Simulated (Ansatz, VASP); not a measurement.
# SnSe2 in two plane-wave programs

One calculation is typed for both programs; each brings its own data sets. How far apart do they land? The cell is generated by rule, not measured, and may not be a known phase. The cell is taken from a series of runs on this material, whose earlier steps may have relaxed, scaled, displaced or heated it; both programs get it as it stands.

Calculated with Ansatz 0.2.0; plane waves, with VASP 6.6.1 beside it; single point at r2SCAN.

The structure was built from a prototype and need not be the compound's stable phase.

## (1) The starting structure

Symmetry: Pnnm, No. 58, orthorhombic system. Conventional cell: a = 6.484 Å, b = 6.484 Å, c = 3.970 Å, α = 90.00°, β = 90.00°, γ = 90.00°. Sn has 6 Se at 2.66 to 2.82 Å nearest. Se has 3 Sn at 2.66 to 2.82 Å nearest. Farther neighbours and most contacts between anions are not listed.

## (2) Ansatz: single point, r2SCAN

Ansatz runs on its default PAW (the set named soft_2) files.

A single point gives forces, pressure and levels at one fixed geometry, so differences don't come from the geometry; what else differs is listed under the comparison.

The input, input.yaml:

```yaml
crystal:
  lattice:
    - [6.4844249796, 0.0, 0.0]
    - [0.0, 6.4844249796, 0.0]
    - [0.0, 0.0, 3.9702852424]
  atoms:
    - { symbol: Sn, position: [0.0, 0.0, 0.0] }
    - { symbol: Sn, position: [0.5, 0.5, 0.5] }
    - { symbol: Se, position: [0.3025911677, 0.3113149239, 0.0] }
    - { symbol: Se, position: [0.6974088323, 0.6886850761, 0.0] }
    - { symbol: Se, position: [0.8025911677, 0.1886850761, 0.5] }
    - { symbol: Se, position: [0.1974088323, 0.8113149239, 0.5] }
kpoints:
  mp_grid: { grid: [6, 6, 12] }
hamiltonian:
  xc: r2scan
scf:
  occupations: { method: methfessel_paxton, width: 0.2 }
output:
  forces: true
  stress: true
  eigenvalues: true
```

The run is started by

```bash
$ ansatz run input.yaml --threads 8 --pin off --max-ram 14336MiB --backend cpu --events-out ev --progress --plain --runs-dir out
```

Numbers of over 12 decimals in the logs are rounded to 6 here.

The log of the run:

```text
Engine: ansatz 0.2.0, aarch64-unknown-linux-gnu
Pseudopotentials: kind: paw
Pseudopotential: Sn, paw, valence charge 14, recommended cutoff 500 eV (meta_gga), Sn.paw.azcp
Pseudopotential: Se, paw, valence charge 16, recommended cutoff 500 eV (meta_gga), Se.paw.azcp
Functional definition: r2SCAN
  parameter k0 = 0.174
  parameter k1 = 0.065
  parameter a1 = 4.9479
  exchange = r2scan_x(k0 = k0, k1 = k1, a1 = a1)
  correlation = r2scan_c
Crystal: 6 atoms, lattice volume = 166.942 Å³
Basis set: ecut = 500 eV, 4235 PW (Γ), exchange–correlation on 192×192×120 points (64 copies of the dense FFT grid, shifted against one another)
Bands: 56, of which v1, the nominal top of the filled ones, is band 46 counted from 1 (45 counted from 0)
Symmetry: 8 space group operations
Space group: Pnnm (ITA 58), of the structure as read, at distance tolerance 5.5e-5 Å
k-points: 112 of 432
Non-local potential: Sn, projectors of the file, l = 0: 2, l = 1: 2, l = 2: 2, l = 3: 2
Non-local potential: Se, projectors of the file, l = 0: 2, l = 1: 2, l = 2: 3, l = 3: 1
PAW form: soft (Blöchl's): semilocal exchange-correlation on the pseudo side does not see the compensation charge
PAW frozen core: Sn, regenerated for the run's functional (the file was generated under x = pbe(κ = 0.804, μ = 0.219515), c = pbe(β = 0.066725))
PAW frozen core: Se, regenerated for the run's functional (the file was generated under x = pbe(κ = 0.804, μ = 0.219515), c = pbe(β = 0.066725))
PAW one-centre angular grid: Sn, 590 points (default); XC on 249 of its mesh's 2787 points in the sphere
PAW one-centre angular grid: Se, 590 points (default); XC on 160 Gauss nodes
Initial density: superposition of atomic densities (neutral atoms: chi_scale 0, normalization atom), corrected by the library's trained network
Initial wavefunctions: pseudopotential atomic-orbital guess
Functional: x = r2scan, c = r2scan; τ floored in thin density (d = 2e-4 eV/Å³)
SCF iter   1: F=—  HF=-33991.079770 eV  |F-HF|=—  |Δ(HF+E_count)|=         —  Δρ=6.95e-3  dr2=1.06e-1  dr2_τ=1.58e-2  ethr=1.77e-3  ⟨swp⟩=7.0  Hψ=24435  notcnv=0
preconditioner: auto → Kerker (q_TF=auto, 2.470 Å⁻¹)  [metal: Δε(μ)=0.040 eV  Ē_g=10.494 eV  σ=0.200 eV  W_gap=0.17  n_scr=38 (ndim 8)  ℏωp=16.3 eV  f_vac=0.109  D(μ)=0.67/eV (n_scr^D=0)]
SCF iter   2: F=—  HF=-33991.095894 eV  |F-HF|=—  |Δ(HF+E_count)|=   1.61e-2  S|Δr|=    0.00e0  Δρ=4.09e-3  dr2=4.34e-2  dr2_τ=2.52e-4  ethr=1.15e-4  ⟨swp⟩=3.0  Hψ=12721  notcnv=0  defer=43
SCF iter   3: F=—  HF=-33991.088849 eV  |F-HF|=—  |Δ(HF+E_count)|=   7.04e-3  S|Δr|=    0.00e0  Δρ=1.26e-3  dr2=6.12e-3  dr2_τ=3.49e-5  ethr=4.72e-5  ⟨swp⟩=2.1  Hψ=6895  notcnv=0  defer=43
SCF iter   4: F=—  HF=-33991.087510 eV  |F-HF|=—  |Δ(HF+E_count)|=   1.34e-3  S|Δr|=    0.00e0  Δρ=5.14e-4  dr2=1.02e-3  dr2_τ=6.75e-6  ethr=6.65e-6  ⟨swp⟩=3.0  Hψ=11335  notcnv=0  defer=43
SCF iter   5: F=—  HF=-33991.087443 eV  |F-HF|=—  |Δ(HF+E_count)|=   6.73e-5  S|Δr|=    0.00e0  Δρ=2.08e-4  dr2=2.44e-4  dr2_τ=1.33e-6  ethr=1.11e-6  ⟨swp⟩=2.0  Hψ=7174  notcnv=0  defer=43
SCF iter   6: F=—  HF=-33991.087451 eV  |F-HF|=—  |Δ(HF+E_count)|=   7.86e-6  S|Δr|=    0.00e0  Δρ=1.23e-4  dr2=3.71e-5  dr2_τ=5.73e-7  ethr=2.65e-7  ⟨swp⟩=2.0  Hψ=8801  notcnv=0  defer=43
SCF iter   7: F=—  HF=-33991.087483 eV  |F-HF|=—  |Δ(HF+E_count)|=   3.23e-5  S|Δr|=    0.00e0  Δρ=5.14e-5  dr2=5.52e-6  dr2_τ=7.09e-8  ethr=4.03e-8  ⟨swp⟩=2.0  Hψ=8653  notcnv=0  defer=58
SCF iter   8: F=—  HF=-33991.087486 eV  |F-HF|=—  |Δ(HF+E_count)|=   3.04e-6  S|Δr|=    0.00e0  Δρ=9.65e-6  dr2=2.14e-7  dr2_τ=2.66e-9  ethr=6.00e-9  ⟨swp⟩=2.0  Hψ=8801  notcnv=0  defer=58
SCF iter   9: F=-33991.087486 eV  HF=-33991.087486 eV  |F-HF|=8.41e-9  |Δ(HF+E_count)|=   1.35e-7  S|Δr|=    0.00e0  Δρ=3.10e-6  dr2=2.45e-8  dr2_τ=2.01e-10  ethr=1.09e-10  ⟨swp⟩=10.2  Hψ=25641  notcnv=0
SCF 1 converged in 9 iterations: F = -33991.087486 eV  dr2 = 2.45e-8
  greatest PAW one-centre occupation: 1.000 electrons in one spin orbital (limit 2), on the Se atom at site 5 (counted from 0), in its partial waves of l = 2
SCF converged after 9 iterations
Stability not checked: this state was not tested for a lower state beside it, because cold or Methfessel-Paxton smearing, or corrected tetrahedra, fill the levels in a way that the test cannot read (fill_not_monotonic; see scf.lower_state_search)
Free energy (F): -33991.087486 eV
Harris-Foulkes:  -33991.087486 eV  (|F-HF|=8.41e-9)
Internal energy: -33991.090851 eV  (E = F + TS)
E sigma→0 (E₀):  -33991.088328 eV
Entropy (-TS):   0.003364 eV (0.561 meV/atom)
Fermi energy:    7.195859 eV
--- Per-component energies (eV) ---
  E_band       = -1893.368122
  E_kinetic    = 847.166115
  E_local      = -12456.000329  (includes V_loc(G=0)·N_el)
  E_nonlocal   = -2444.743213
  E_hartree    = 6333.878737
  E_xc         = -1138.428671
  E_vxc        = -626.349885  (∫ρ·V_xc dr)
  E_paw        = -16028.024968  (= ΣΔE_a)
  E_vpaw       = 85.387977  (= ΣTr[D̂ρ^β])
  E_aug_tail   = -0.000839  (compensation charges beyond the density's cutoff)
  E_vtau       = 33.419740  (kinetic-family band-sum trace: ∫τ·v_τ [+ j·A + Jᵃ·Aᵃ] dr)
  E_ewald      = -9099.349240
  E_core_change = -5.588441  (= ΣΔE_core)
  E_smearing   = 0.003364  (= −TS)
  E_closure    = -0.000000  (closes the sum)
  Σ components = -33991.087486   (vs F -33991.087486, Δ=0.00e0)
--- Forces (eV/Å), atoms counted from 1 ---
  atom   1  Sn     0.00000000     0.00000000     0.00000000
  atom   2  Sn     0.00000000     0.00000000     0.00000000
  atom   3  Se    -0.01900756     0.01793975     0.00000000
  atom   4  Se     0.01900756    -0.01793975     0.00000000
  atom   5  Se    -0.01900756    -0.01793975     0.00000000
  atom   6  Se     0.01900756     0.01793975     0.00000000
  max |Σ_I F_I| component: 3.47e-18 eV/Å
--- Stress (GPa, compression-positive) ---
       -0.180190       0.000000       0.000000
        0.000000       0.131332       0.000000
        0.000000       0.000000      -0.019144
  P = ⅓ Tr σ = -0.0227 GPa (-0.227 kbar)
--- Band table (eV; the first three rows and the last of 112) ---
  k-point 0: bands = [... 42 lower, 6.0825, 6.1132, 6.7062, 6.7768, 7.4659, 8.7843, 10.0524, 10.0558, ... 6 higher]
  k-point 1: bands = [... 42 lower, 5.7127, 6.6823, 6.7636, 6.8195, 7.4127, 9.0828, 10.4151, 10.4240, ... 6 higher]
  k-point 2: bands = [... 42 lower, 4.9585, 6.7298, 6.7626, 7.2354, 7.4043, 9.6742, 10.9849, 11.1530, ... 6 higher]
  k-point 111: bands = [... 42 lower, 6.1343, 6.1343, 6.4215, 6.4215, 7.6815, 7.6815, 11.9156, 11.9156, ... 6 higher]
```

The run ends at a pressure of -0.02 GPa, with forces up to 0.026 eV/Å.

## (3) VASP: single point, r2SCAN

The same cell, functional, mesh and smearing now go to VASP, with its own data sets.

Lines of VASP's logs that name or quote its potential files are left out, and so is its time.

The input, INCAR:

```
SYSTEM = SnSe2
PREC = Accurate
ENCUT = 550
EDIFF = 1E-06
NELM = 120
ISMEAR = 1
SIGMA = 0.2
LREAL = .FALSE.
ALGO = Normal
METAGGA = R2SCAN
LASPH = .TRUE.
NBANDS = 32
LORBIT = 11
LWAVE = .FALSE.
LCHARG = .FALSE.
ISIF = 2
GGA_COMPAT = .FALSE.
LMIXTAU = .TRUE.
KPAR = 2
```

The input, POSCAR:

```
SnSe2
1.0
    6.4844249796      0.0000000000      0.0000000000
    0.0000000000      6.4844249796      0.0000000000
    0.0000000000      0.0000000000      3.9702852424
Sn Se
2 4
Direct
    0.0000000000      0.0000000000      0.0000000000
    0.5000000000      0.5000000000      0.5000000000
    0.3025911677      0.3113149239      0.0000000000
    0.6974088323      0.6886850761      0.0000000000
    0.8025911677      0.1886850761      0.5000000000
    0.1974088323      0.8113149239      0.5000000000
```

The input, KPOINTS:

```
Automatic mesh
0
Gamma
6 6 12
0 0 0
```

The projector-augmented-wave data sets are Sn_d and Se (PBE family, release 64).

The run is started by

```bash
$ mpirun -np 2 vasp_std
```

The log of the run:

```text
[banner, memory and clock lines left out]
running    2 mpi-ranks, on    1 nodes
 distrk:  each k-point on    1 cores,    2 groups
 distr:  one band on    1 cores,    1 groups

 POSCAR found type information on POSCAR SnSe
 POSCAR found :  2 types and       6 ions
|                                                                             |
|               ----> ADVICE to this user running VASP <----                  |
|                                                                             |
|     You enforced a specific xc type in the INCAR file but a different       |
|     [... a line on the potential file left out ...]
|     I HOPE YOU KNOW WHAT YOU ARE DOING!                                     |
|                                                                             |

 LDA part: xc-table for (None), standard interpolation
 POSCAR, INCAR and KPOINTS ok, starting setup
 FFT: planning ... GRIDC
 FFT: planning ... GRID_SOFT
 FFT: planning ... GRID
 WAVECAR not read
 entering main loop
       N       E                     dE             d eps       ncg     rms          rms(c)
DAV:   1     0.429171969050E+03    0.42917E+03   -0.24841E+04  7376   0.194E+03
DAV:   2    -0.390440703556E+02   -0.46822E+03   -0.45570E+03  7376   0.518E+02
DAV:   3    -0.113523087818E+03   -0.74479E+02   -0.72813E+02  8688   0.178E+02
DAV:   4    -0.117273903102E+03   -0.37508E+01   -0.37287E+01  8504   0.435E+01
DAV:   5    -0.117387418755E+03   -0.11352E+00   -0.11346E+00 10752   0.769E+00    0.786E+00
DAV:   6    -0.112115762549E+03    0.52717E+01   -0.36426E+00  9984   0.234E+01    0.527E+00
DAV:   7    -0.106156066514E+03    0.59597E+01   -0.17871E+00  8496   0.710E+00    0.177E+00
DAV:   8    -0.107869873767E+03   -0.17138E+01   -0.14195E+00  7976   0.736E+00    0.107E+00
DAV:   9    -0.107860099083E+03    0.97747E-02   -0.23990E-01  7888   0.305E+00    0.653E-01
DAV:  10    -0.107901598154E+03   -0.41499E-01   -0.34438E-02  8520   0.147E+00    0.341E-01
DAV:  11    -0.108004635117E+03   -0.10304E+00   -0.16411E-01  7408   0.280E+00    0.197E-01
DAV:  12    -0.108009805827E+03   -0.51707E-02   -0.98344E-03  8800   0.581E-01    0.215E-01
DAV:  13    -0.108013547896E+03   -0.37421E-02   -0.58031E-04  8208   0.179E-01    0.158E-01
DAV:  14    -0.108018396690E+03   -0.48488E-02   -0.18738E-03  7840   0.356E-01    0.116E-01
DAV:  15    -0.108022098140E+03   -0.37014E-02   -0.72507E-03  7600   0.693E-01    0.207E-01
DAV:  16    -0.108021675862E+03    0.42228E-03   -0.50244E-04  8704   0.185E-01    0.150E-01
DAV:  17    -0.108021976681E+03   -0.30082E-03   -0.54084E-04  8464   0.178E-01    0.309E-02
DAV:  18    -0.108022125898E+03   -0.14922E-03   -0.14373E-04  8600   0.807E-02    0.922E-03
DAV:  19    -0.108022135427E+03   -0.95289E-05   -0.19146E-05  8232   0.349E-02    0.254E-02
DAV:  20    -0.108022135879E+03   -0.45237E-06   -0.10998E-05  7696   0.282E-02    0.470E-03
DAV:  21    -0.108022136091E+03   -0.21206E-06   -0.22433E-06  6120   0.117E-02
   1 F= -.10802214E+03 E0= -.10802326E+03  d E =0.337865E-02
```

OUTCAR, selected parts (step 3):

```text
ion  position               nearest neighbor table
   1  0.000  0.000  0.000-   5 2.66   6 2.66   5 2.66   6 2.66   3 2.82   4 2.82
   2  0.500  0.500  0.500-   3 2.66   4 2.66   3 2.66   4 2.66   5 2.82   6 2.82
   3  0.303  0.311  0.000-   2 2.66   2 2.66   1 2.82
   4  0.697  0.689  0.000-   2 2.66   2 2.66   1 2.82
   5  0.803  0.189  0.500-   1 2.66   1 2.66   2 2.82
   6  0.197  0.811  0.500-   1 2.66   1 2.66   2 2.82

  LATTYP: Found a simple tetragonal cell.
 ALAT       =     6.4844249796
 C/A-ratio  =     0.6122802338

 Subroutine GETGRP returns: Found  8 space group operations
 (whereof  4 operations were pure point group operations)

The static configuration has the point symmetry C_2h.
 The point group associated with its full space group is D_2h.

 Found    112 irreducible k-points:

   k-points           NKPTS =    112   k-points in BZ     NKDIM =    112   number of bands    NBANDS=     32

   dimension x,y,z NGX =    50 NGY =   50 NGZ =   30
   dimension x,y,z NGXF=   100 NGYF=  100 NGZF=   60

   ENCUT  =  550.0 eV  40.42 Ry    6.36 a.u.  12.40 12.40  7.59*2*pi/ulx,y,z

   NELECT =      52.0000    total number of electrons

 k-points in reciprocal lattice and weights: Automatic mesh
   0.00000000  0.00000000  0.00000000       0.002
   0.16666667  0.00000000  0.00000000       0.005
   0.00000000  0.16666667  0.00000000       0.005
   0.33333333  0.00000000  0.00000000       0.005
   0.00000000  0.33333333  0.00000000       0.005
   0.50000000  0.00000000  0.00000000       0.002
   0.00000000  0.50000000  0.00000000       0.002
   0.16666667  0.16666667  0.00000000       0.009
   0.33333333  0.16666667  0.00000000       0.009
[...]
-0.33333333  0.50000000  0.50000000       0.005
   0.50000000  0.50000000  0.50000000       0.002

 average (electrostatic) potential at core
       1-109.4807       2-109.4807       3 -58.6268       4 -58.6268       5 -58.6268
       6 -58.6268

 E-fermi :   3.5458

 k-point     1 :       0.0000    0.0000    0.0000
  band No.  band energies     occupation
    ...
     22       2.3418      2.00000
     23       2.4292      2.00000
     24       2.4598      2.00000
     25       3.0555      2.00287
     26       3.1260      2.01147
     27       3.8170     -0.06650
     28       5.1322     -0.00000
     29       6.4027     -0.00000
     30       6.4060     -0.00000
     31       7.4156     -0.00000
    ...

 k-point     2 :       0.1667    0.0000    0.0000
  band No.  band energies     occupation
    ...
     22       1.9571      2.00000
     23       2.4783      2.00000
     24       2.4896      2.00000
     25       3.1190      2.01013
     26       3.2187      2.04287
     27       3.6626      0.17429
     28       5.0760     -0.00000
     29       6.4553     -0.00000
     30       6.5686     -0.00000
     31       7.5478      0.00000
    ...

 k-point     3 :       0.0000    0.1667    0.0000
  band No.  band energies     occupation
    ...
     22       1.9691      2.00000
     23       2.4511      2.00000
     24       2.5144      2.00000
     25       3.0476      2.00241
     26       3.2199      2.04342
     27       3.6825      0.09214
     28       5.0899     -0.00000
     29       6.4581     -0.00000
     30       6.6048     -0.00000
     31       7.5473      0.00000
    ...

  Total       -0.1916784      0.1306957      0.0206686      0.0000000      0.0000000      0.0000000
  in kB       -1.8395816      1.2543165      0.1983609      0.0000000      0.0000000      0.0000000
  external PRESSURE =      -0.1289681 kB  Pullay stress =       0.0000000 kB

  energy-cutoff  :      550.00
  volume of cell :      166.94
      direct lattice vectors                 reciprocal lattice vectors
     6.484424980  0.000000000  0.000000000     0.154215679  0.000000000  0.000000000
     0.000000000  6.484424980  0.000000000     0.000000000  0.154215679  0.000000000
     0.000000000  0.000000000  3.970285242     0.000000000  0.000000000  0.251871072

 POSITION                                       TOTAL-FORCE (eV/Angst)
 -----------------------------------------------------------------------------------
      0.00000      0.00000      0.00000         0.000000      0.000000      0.000000
      3.24221      3.24221      1.98514         0.000000      0.000000      0.000000
      1.96213      2.01870      0.00000        -0.022290      0.014870     -0.000000
      4.52230      4.46573      0.00000         0.022290     -0.014870      0.000000
      5.20434      1.22351      1.98514        -0.022290     -0.014870     -0.000000
      1.28008      5.26091      1.98514         0.022290      0.014870      0.000000
 -----------------------------------------------------------------------------------
    total drift:                                0.000000      0.000000     -0.000000

  FREE ENERGIE OF THE ION-ELECTRON SYSTEM (eV)
  ---------------------------------------------------
  free  energy   TOTEN  =      -108.0221360911 eV

  energy  without entropy=     -108.0255147409  energy(sigma->0) =     -108.02326231

 total charge
# of ion       s       p       d       tot
------------------------------------------
    1        1.051   0.987  10.091  12.129
    2        1.051   0.987  10.091  12.129
    3        1.471   2.374   0.023   3.868
    4        1.471   2.374   0.023   3.868
    5        1.471   2.374   0.023   3.868
    6        1.471   2.374   0.023   3.868
--------------------------------------------------
tot          7.985  11.470  20.275  39.729

[... 3 further parts left out ...]
```

The run ends at a pressure of -0.01 GPa, with forces up to 0.027 eV/Å.

## (4) Differences

Known differences besides the potentials themselves: VASP keeps PBE cores, Ansatz makes them for the functional; the data sets hold 92 valence electrons in Ansatz (on its default PAW (the set named soft_2) files) and 52 in VASP; the cutoff is 500 eV in Ansatz and 550 eV in VASP. Total energies have different zeros and are not compared.

Compared:

| quantity | Ansatz | VASP | difference |
| --- | --- | --- | --- |
| pressure (GPa) | -0.02 | -0.01 | -0.01 |

At this near-relaxed geometry the largest component of a force difference is 3 meV/Å.

## (5) Summary of results

```json
{
  "difference in pressure (single point, r2SCAN)": "-0.0098 GPa"
}
```

**Reading.** The difference in pressure is -0.0098 GPa (single point, r2SCAN), within the 1 GPa picked in this series as the mark of a large difference. The data sets hold unlike numbers of valence electrons (92 in Ansatz and 52 in VASP), so part of the differences comes from the potentials. How closely two codes agree says nothing of how well the functional describes the real material.

[Lines on the potential files, build, host, timing and source positions are cut from VASP's logs without a mark.]

[Logs are printed without paths, hosts, clocks, repeated set-up lines and the standing remarks that a program may print on its own settings, such as how far it seeks lower states.]

[Hosts, paths, dates, database ids (printed as entryN), source tags and the programs' standing remarks are cut or masked in the printed files.]
